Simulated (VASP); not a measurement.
Level of theory: TPSS meta-GGA, VASP's PBE PAW potentials (set 64) (plane waves; VASP 6.6.1).

VASP ran on this input.

**INCAR**
```
# general
SYSTEM  = HfN
PREC    = Accurate
ENCUT   = 520
LREAL   = F   # projection in real space or not
LASPH   = T   # aspherical one-centre terms

# electronic loop
EDIFF   = 1E-6
NELM    = 100   # most electronic steps
ALGO    = Normal   # blocked Davidson
LMAXMIX = 6
LMIXTAU = T

# smearing
ISMEAR  = 1
SIGMA   = 0.1   # width (eV)

# functional
METAGGA = TPSS

# ions
IBRION  = 2
NSW     = 60   # most ionic steps
ISIF    = 3   # ions, shape and volume
EDIFFG  = -0.01   # ionic stop

# output
LWAVE   = F
LCHARG  = F
```

### POSCAR
```
HfN
1
    0.0000000000     2.2600000000     2.2600000000
    2.2600000000     0.0000000000     2.2600000000
    2.2600000000     2.2600000000     0.0000000000
Hf N
1 1
Direct
  0.0000000000   0.0000000000   0.0000000000
  0.5000000000   0.5000000000   0.5000000000
```

KPOINTS:
```
Automatic
0
gamma
13 13 13
```

POTCAR, in this order: Hf_pv N (PBE.64 set). Program: vasp_std.

Output of the run:

**OSZICAR**
```
       N       E                     dE             d eps       ncg     rms          rms(c)
DAV:   1     0.625431801307E+02    0.62543E+02   -0.91442E+03  1848   0.147E+03
DAV:   2    -0.116444196098E+02   -0.74188E+02   -0.69602E+02  2471   0.331E+02
DAV:   3    -0.150643926406E+02   -0.34200E+01   -0.33734E+01  2545   0.578E+01
DAV:   4    -0.151329397253E+02   -0.68547E-01   -0.67818E-01  2617   0.760E+00
DAV:   5    -0.151350777447E+02   -0.21380E-02   -0.21067E-02  2591   0.857E-01    0.582E+01
DAV:   6    -0.251132113093E+02   -0.99781E+01   -0.11069E+01  1869   0.436E+01    0.339E+01
DAV:   7    -0.142777593433E+02    0.10835E+02   -0.41681E+01  2073   0.614E+01    0.243E+01
DAV:   8    -0.323224274652E+02   -0.18045E+02   -0.18100E+01  1956   0.354E+01    0.151E+01
DAV:   9    -0.290827389600E+02    0.32397E+01   -0.18551E+01  2237   0.301E+01    0.296E+01
DAV:  10    -0.260043895573E+02    0.30783E+01   -0.37312E+00  2124   0.148E+01    0.268E+01
DAV:  11    -0.255252531717E+02    0.47914E+00   -0.44006E-01  2353   0.501E+00    0.227E+01
DAV:  12    -0.283110551298E+02   -0.27858E+01   -0.34159E+01  2149   0.373E+01    0.213E+01
DAV:  13    -0.265070162665E+02    0.18040E+01   -0.38896E+00  2121   0.145E+01    0.104E+01
DAV:  14    -0.258860529936E+02    0.62096E+00   -0.79548E-01  2192   0.617E+00    0.632E+00
DAV:  15    -0.256569004399E+02    0.22915E+00   -0.55411E-01  2201   0.492E+00    0.284E+00
DAV:  16    -0.255735953860E+02    0.83305E-01   -0.60712E-01  2227   0.509E+00    0.435E+00
DAV:  17    -0.255766562624E+02   -0.30609E-02   -0.11926E-02  2091   0.110E+00    0.437E+00
DAV:  18    -0.255769771241E+02   -0.32086E-03   -0.25830E-04  2439   0.130E-01    0.435E+00
DAV:  19    -0.255755572603E+02    0.14199E-02   -0.68140E-02  2196   0.175E+00    0.181E+00
DAV:  20    -0.255764543591E+02   -0.89710E-03   -0.17654E-03  2112   0.431E-01    0.105E+00
DAV:  21    -0.255757440918E+02    0.71027E-03   -0.60206E-02  2142   0.152E+00    0.112E+00
DAV:  22    -0.255746964828E+02    0.10476E-02   -0.22538E-03  2097   0.400E-01    0.643E-01
DAV:  23    -0.255745678418E+02    0.12864E-03   -0.83583E-05  2329   0.864E-02    0.505E-01
DAV:  24    -0.255732179885E+02    0.13499E-02   -0.47513E-03  2208   0.441E-01    0.131E-01
DAV:  25    -0.255731893038E+02    0.28685E-04   -0.21506E-04  2320   0.131E-01    0.475E-02
DAV:  26    -0.255731963072E+02   -0.70035E-05   -0.11255E-04  2236   0.802E-02    0.254E-02
DAV:  27    -0.255731844085E+02    0.11899E-04   -0.94802E-06  2084   0.367E-02    0.308E-02
DAV:  28    -0.255731873642E+02   -0.29557E-05   -0.13517E-06  1198   0.107E-02    0.246E-02
DAV:  29    -0.255731826702E+02    0.46940E-05   -0.86748E-06  2155   0.182E-02    0.858E-03
DAV:  30    -0.255731838445E+02   -0.11743E-05   -0.47452E-07   978   0.637E-03    0.388E-03
DAV:  31    -0.255731838909E+02   -0.46427E-07   -0.38054E-07   984   0.482E-03
   1 F= -.25573184E+02 E0= -.25573093E+02  d E =-.255732E+02
       N       E                     dE             d eps       ncg     rms          rms(c)
DAV:   1    -0.255774456313E+02   -0.42618E-02   -0.20485E-01  1848   0.465E+00    0.148E+00
DAV:   2    -0.255736004300E+02    0.38452E-02   -0.77185E-03  1947   0.920E-01    0.751E-01
DAV:   3    -0.255720460508E+02    0.15544E-02   -0.50307E-03  2070   0.659E-01    0.348E-01
DAV:   4    -0.255721904154E+02   -0.14436E-03   -0.32498E-04  2209   0.218E-01    0.250E-01
DAV:   5    -0.255716363107E+02    0.55410E-03   -0.53643E-04  1979   0.274E-01    0.765E-02
DAV:   6    -0.255721823158E+02   -0.54601E-03   -0.41883E-04  1902   0.241E-01    0.164E-02
DAV:   7    -0.255721770149E+02    0.53008E-05   -0.10400E-05  2178   0.372E-02    0.124E-02
DAV:   8    -0.255721820861E+02   -0.50712E-05   -0.80892E-07  1291   0.113E-02    0.257E-03
DAV:   9    -0.255721784266E+02    0.36595E-05   -0.30048E-07   981   0.638E-03    0.174E-03
DAV:  10    -0.255721821533E+02   -0.37266E-05   -0.17526E-07   963   0.589E-03    0.549E-04
DAV:  11    -0.255721815374E+02    0.61589E-06   -0.51199E-09   969   0.812E-04
   2 F= -.25572182E+02 E0= -.25572102E+02  d E =0.100235E-02
       N       E                     dE             d eps       ncg     rms          rms(c)
DAV:   1    -0.255758710977E+02   -0.36889E-02   -0.91185E-02  1848   0.311E+00    0.984E-01
DAV:   2    -0.255741389919E+02    0.17321E-02   -0.34559E-03  1938   0.614E-01    0.496E-01
DAV:   3    -0.255734745076E+02    0.66448E-03   -0.21811E-03  2064   0.438E-01    0.233E-01
DAV:   4    -0.255735100369E+02   -0.35529E-04   -0.14063E-04  2198   0.145E-01    0.166E-01
DAV:   5    -0.255733264608E+02    0.18358E-03   -0.22593E-04  1980   0.182E-01    0.499E-02
DAV:   6    -0.255735218000E+02   -0.19534E-03   -0.17431E-04  1890   0.159E-01    0.115E-02
DAV:   7    -0.255735302619E+02   -0.84619E-05   -0.44060E-06  2182   0.238E-02    0.823E-03
DAV:   8    -0.255735277996E+02    0.24623E-05   -0.35846E-07  1053   0.749E-03    0.178E-03
DAV:   9    -0.255735299117E+02   -0.21120E-05   -0.12491E-07   981   0.412E-03    0.116E-03
DAV:  10    -0.255735278668E+02    0.20449E-05   -0.69353E-08   963   0.375E-03    0.398E-04
DAV:  11    -0.255735283182E+02   -0.45148E-06   -0.21390E-09   969   0.518E-04
   3 F= -.25573528E+02 E0= -.25573441E+02  d E =-.344427E-03
```

### OUTCAR
```
------------------------ aborting loop because EDIFF is reached ----------------------------------------
  FORCE on cell =-STRESS in cart. coord.  units (eV):
  Direction    XX          YY          ZZ          XY          YZ          ZX
  --------------------------------------------------------------------------------------
  Total        0.0007926      0.0007926      0.0007926     -0.0000000      0.0000000      0.0000000
  in kB        0.0547770      0.0547770      0.0547770     -0.0000000      0.0000000      0.0000000
  external PRESSURE =       0.0547770 kB  Pullay stress =       0.0000000 kB
  volume of cell :       23.18
      direct lattice vectors                 reciprocal lattice vectors
     0.000000000  2.263100409  2.263100409    -0.220935844  0.220935844  0.220935844
     2.263100409  0.000000000  2.263100409     0.220935844 -0.220935844  0.220935844
     2.263100409  2.263100409  0.000000000     0.220935844  0.220935844 -0.220935844
 POSITION                                       TOTAL-FORCE (eV/Angst)
 -----------------------------------------------------------------------------------
      0.00000      0.00000      0.00000         0.000000      0.000000      0.000000
      2.26310      2.26310      2.26310        -0.000000     -0.000000     -0.000000
 -----------------------------------------------------------------------------------
    total drift:                                0.000000     -0.000000     -0.000000
  FREE ENERGIE OF THE ION-ELECTRON SYSTEM (eV)
  ---------------------------------------------------
  free  energy   TOTEN  =       -25.5735283182 eV

  energy  without entropy=      -25.5732668816  energy(sigma->0) =      -25.57344117

 reached required accuracy - stopping structural energy minimisation
```
(Selected blocks of OUTCAR.)

### CONTCAR
```
HfN
   1.00000000000000
     0.0000000000000000    2.2631004088504079    2.2631004088504079
     2.2631004088504079    0.0000000000000000    2.2631004088504079
     2.2631004088504079    2.2631004088504079    0.0000000000000000
  Hf              N
     1     1
Direct
     0.0000000000000000    0.0000000000000000    0.0000000000000000
     0.5000000000000000    0.5000000000000000    0.5000000000000000
```

File OUTCAR:
```
 val. band max:        8.3415949255   @ k =   0.1538   0.0000   0.0000

 cond. band min:       8.4007780241   @ k =  -0.3846   0.3077   0.0000


 Fermi energy:         8.3712184693

 k-point     1 :       0.0000    0.0000    0.0000
  band No.  band energies     occupation
      1     -23.1083      2.00000
      2     -23.1083      2.00000
      3     -23.1083      2.00000
      4      -9.5951      2.00000
      5       5.2557      2.00000
      6       5.2557      2.00000
      7       5.2557      2.00000
      8       7.9520      2.00000
      9       7.9520      2.00000
     10       7.9520      2.00000
     11       9.9827     -0.00000

 k-point     2 :       0.0769    0.0000    0.0000
  band No.  band energies     occupation
      1     -23.1681      2.00000
      2     -23.1132      2.00000
      3     -23.1132      2.00000
      4      -9.4618      2.00000
      5       4.6526      2.00000
      6       4.9186      2.00000
      7       4.9186      2.00000
      8       8.1028      2.00098
      9       8.1532      2.00856
     10       8.1532      2.00856
     11      10.4336      0.00000

 k-point     3 :       0.1538    0.0000    0.0000
  band No.  band energies     occupation
      1     -23.3296      2.00000
      2     -23.1267      2.00000
      3     -23.1267      2.00000
      4      -9.0874      2.00000
      5       3.4213      2.00000
      6       4.1992      2.00000
      7       4.1992      2.00000
      8       8.3416      1.47783
      9       8.6691     -0.00021
     10       8.6691     -0.00021
     11      11.4873      0.00000

 k-point     4 :       0.2308    0.0000    0.0000
  band No.  band energies     occupation
      1     -23.5481      2.00000
      2     -23.1456      2.00000
      3     -23.1456      2.00000
      4      -8.5416      2.00000
      5       2.1016      2.00000
      6       3.4463      2.00000
      7       3.4463      2.00000
      8       8.7105     -0.00002
      9       9.4240     -0.00000
...
```

Unless said otherwise, spin-orbit coupling is left out, though it shifts the bands of the heavy elements here.

The compound is HfN in the rock salt structure. This run relaxes it. Symmetry was kept, so distortions that lower it aren't found. The electron count is odd and the run is not spin-polarised, which forces a metal.
